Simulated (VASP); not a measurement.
Output of a VASP run:

### OSZICAR
```
       N       E                     dE             d eps       ncg     rms          rms(c)
DAV:   1     0.117049892424E+03    0.11705E+03   -0.11548E+04  3366   0.161E+03
DAV:   2    -0.595317809664E+02   -0.17658E+03   -0.17387E+03  4146   0.426E+02
DAV:   3    -0.663297213002E+02   -0.67979E+01   -0.67556E+01  3846   0.808E+01
DAV:   4    -0.663840511090E+02   -0.54330E-01   -0.54339E-01  3780   0.808E+00
DAV:   5    -0.663844840293E+02   -0.43292E-03   -0.43285E-03  3690   0.745E-01    0.270E+01
DAV:   6    -0.571415672386E+02    0.92429E+01   -0.12468E+01  3498   0.398E+01    0.674E+00
DAV:   7    -0.576817857634E+02   -0.54022E+00   -0.14717E+00  3414   0.959E+00    0.591E+00
DAV:   8    -0.572904197021E+02    0.39137E+00   -0.63098E-01  3390   0.661E+00    0.134E+00
DAV:   9    -0.575767875235E+02   -0.28637E+00   -0.46832E-01  3432   0.427E+00    0.787E-01
DAV:  10    -0.575748853128E+02    0.19022E-02   -0.40225E-03  3672   0.583E-01    0.681E-01
DAV:  11    -0.575732104525E+02    0.16749E-02   -0.28520E-03  3702   0.442E-01    0.489E-01
DAV:  12    -0.575717574471E+02    0.14530E-02   -0.64767E-03  3852   0.713E-01    0.232E-01
DAV:  13    -0.575735640778E+02   -0.18066E-02   -0.49943E-03  3840   0.464E-01    0.982E-02
DAV:  14    -0.575734411568E+02    0.12292E-03   -0.58411E-05  3408   0.882E-02    0.750E-02
DAV:  15    -0.575734112683E+02    0.29888E-04   -0.28018E-04  3660   0.133E-01    0.331E-02
DAV:  16    -0.575733969899E+02    0.14278E-04   -0.55571E-05  3756   0.712E-02    0.375E-03
DAV:  17    -0.575733941091E+02    0.28808E-05   -0.34290E-06  3384   0.196E-02    0.339E-03
DAV:  18    -0.575733973768E+02   -0.32677E-05   -0.14847E-06  3648   0.119E-02    0.307E-03
DAV:  19    -0.575733961409E+02    0.12358E-05   -0.34223E-07  3474   0.579E-03    0.133E-03
DAV:  20    -0.575733958674E+02    0.27356E-06   -0.13192E-07  1932   0.313E-03    0.364E-04
DAV:  21    -0.575733956598E+02    0.20760E-06   -0.16150E-08  1686   0.125E-03    0.239E-04
DAV:  22    -0.575733956382E+02    0.21547E-07   -0.42653E-09  1680   0.588E-04
   1 F= -.57573396E+02 E0= -.57573396E+02  d E =0.000000E+00
       N       E                     dE             ncg
```

File OUTCAR:
```
------------------------ aborting loop because EDIFF is reached ----------------------------------------
  FORCE on cell =-STRESS in cart. coord.  units (eV):
  Direction    XX          YY          ZZ          XY          YZ          ZX
  --------------------------------------------------------------------------------------
  Total       -0.0114016     -0.0114016     -0.0114016      0.0000000     -0.0000000     -0.0000000
  in kB       -0.7125284     -0.7125284     -0.7125284      0.0000000     -0.0000000     -0.0000000
  external PRESSURE =      -0.7125284 kB  Pullay stress =       0.0000000 kB
  volume of cell :       25.64
      direct lattice vectors                 reciprocal lattice vectors
     0.000000000  2.340351602  2.340351602    -0.213643112  0.213643112  0.213643112
     2.340351602  0.000000000  2.340351602     0.213643112 -0.213643112  0.213643112
     2.340351602  2.340351602  0.000000000     0.213643112  0.213643112 -0.213643112
 POSITION                                       TOTAL-FORCE (eV/Angst)
 -----------------------------------------------------------------------------------
      0.00000      0.00000      0.00000        -0.000000     -0.000000     -0.000000
      1.17018      1.17018      1.17018         0.000000      0.000000      0.000000
 -----------------------------------------------------------------------------------
    total drift:                               -0.000000     -0.000000     -0.000000
  FREE ENERGIE OF THE ION-ELECTRON SYSTEM (eV)
  ---------------------------------------------------
  free  energy   TOTEN  =       -57.5733956382 eV

  energy  without entropy=      -57.5733956382  energy(sigma->0) =      -57.57339564

 total charge

# of ion       s       p       d       tot
------------------------------------------
    1        2.269   6.269   3.277  11.815
    2        1.581   3.545   0.000   5.126
--------------------------------------------------
tot          3.850   9.815   3.277  16.941
```
(Selected blocks of OUTCAR.)

### POSCAR
```
WO
1
    0.0000000000     2.3403516023     2.3403516023
    2.3403516023    -0.0000000000     2.3403516023
    2.3403516023     2.3403516023     0.0000000000
W O
1 1
Direct
  0.0000000000   0.0000000000   0.0000000000
  0.2500000000   0.2500000000   0.2500000000
```

Question: Write an INCAR and KPOINTS that could have produced this output.

Answer: This is not unique; one that fits is the input of the run itself, r2SCAN meta-GGA, plane waves, VASP's PBE PAW potentials (set 64).

**INCAR**
```
SYSTEM = WO
PREC = Accurate
ENCUT = 520
EDIFF = 1E-7
NELM = 100
ALGO = Normal
LREAL = .FALSE.
LASPH = .TRUE.
ISMEAR = -5
METAGGA = R2SCAN
LMIXTAU = .TRUE.
LMAXMIX = 6
LWAVE = .FALSE.
LCHARG = .FALSE.
LORBIT = 11
NEDOS = 601
ISIF = 2
```

KPOINTS:
```
Automatic mesh
0
Gamma
15 15 15
0 0 0
```

### KPOINTS_OPT
```
k-points along high-symmetry lines
10
Line-mode
Reciprocal
  0.000000   0.000000   0.000000 ! GAMMA
 -0.500000  -0.500000   0.000000 ! X

 -0.500000  -0.500000   0.000000 ! X
 -0.375000  -0.375000   0.250000 ! U

 -0.375000   0.000000   0.375000 ! K
  0.000000   0.000000   0.000000 ! GAMMA

  0.000000   0.000000   0.000000 ! GAMMA
  0.000000   0.000000   0.500000 ! L

  0.000000   0.000000   0.500000 ! L
 -0.500000  -0.250000   0.250000 ! W

 -0.500000  -0.250000   0.250000 ! W
 -0.500000  -0.500000   0.000000 ! X
```

POTCAR, in this order: W_sv O (PBE.64 set). Program: vasp_std.

For a metal the tetrahedron method with Blöchl corrections gives inexact stress and forces.

The structure was generated: WO was put into the zinc blende type (F-43m), which need not be its known phase. It was relaxed first, which changed the volume by -30 %.
